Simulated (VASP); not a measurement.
An input for Quantum ESPRESSO's pw.x (written as the equivalent of a VASP run, and not itself run):

```
&CONTROL
  calculation = 'vc-relax'
  pseudo_dir = './pseudo'
  outdir = './out'
  tprnfor = .true.
  tstress = .true.
  nstep = 60
  forc_conv_thr = 0.00039
/
&SYSTEM
  ibrav = 0
  nat = 2
  ntyp = 1
  ecutwfc = 78
  occupations = 'smearing'
  smearing = 'methfessel-paxton'
  degauss = 0.00735
  input_dft = 'pbe'
  vdw_corr = 'grimme-d3'
  dftd3_version = 3
  dftd3_threebody = .false.
/
&ELECTRONS
  conv_thr = 7.3e-08
  electron_maxstep = 100
/
&IONS
/
&CELL
/
ATOMIC_SPECIES
  Sc 44.956 Sc.upf
CELL_PARAMETERS angstrom
     1.6381719   -2.8373968    0.0000000
     1.6381719    2.8373968   -0.0000000
    -0.0000000   -0.0000000    5.0813502
ATOMIC_POSITIONS crystal
  Sc   0.3333330  0.6666670  0.2500000
  Sc   0.6666670  0.3333330  0.7500000
K_POINTS automatic
  12 12 7 0 0 0
```

Question: Translate this input to VASP (INCAR, KPOINTS, POSCAR, choice of POTCAR).

Answer: Several could match; the one computed here: 
**KPOINTS**
```
K-points
0
Gamma
  12 12 7
0 0 0
```

### POSCAR
```
Sc
1.0
  1.6381718733  -2.8373968323   0.0000000000
  1.6381718733   2.8373968323   0.0000000000
  0.0000000000   0.0000000000   5.0813501823
Sc
2
direct
  0.3333330000   0.6666670000   0.2500000000
  0.6666670000   0.3333330000   0.7500000000
```

INCAR:
```
ALGO = Normal
EDIFF = 1E-6
EDIFFG = -0.01
ENCUT = 520
GGA = PE
IBRION = 2
ISIF = 3
ISMEAR = 1
IVDW = 11
LASPH = .TRUE.
LCHARG = .FALSE.
LMAXMIX = 4
LREAL = .FALSE.
LWAVE = .FALSE.
NELM = 100
NSW = 60
PREC = Accurate
SIGMA = 0.1
SYSTEM = Sc
```

POTCAR, in this order: Sc_sv (PBE.64 set). Program: vasp_std.

What does not carry over: the potentials are each code's own (VASP's PAW set, PseudoDojo norm-conserving files in pw.x), so ENCUT and ecutwfc are chosen apart and not converted; conv_thr bounds pw.x's estimated SCF error, while EDIFF bounds the energy change between steps; forc_conv_thr acts on force components and is met together with etot_conv_thr.

The compound is Sc in the hcp structure. This run relaxes it. Symmetry was kept, so distortions that lower it aren't found. The start is the result of an earlier pass.
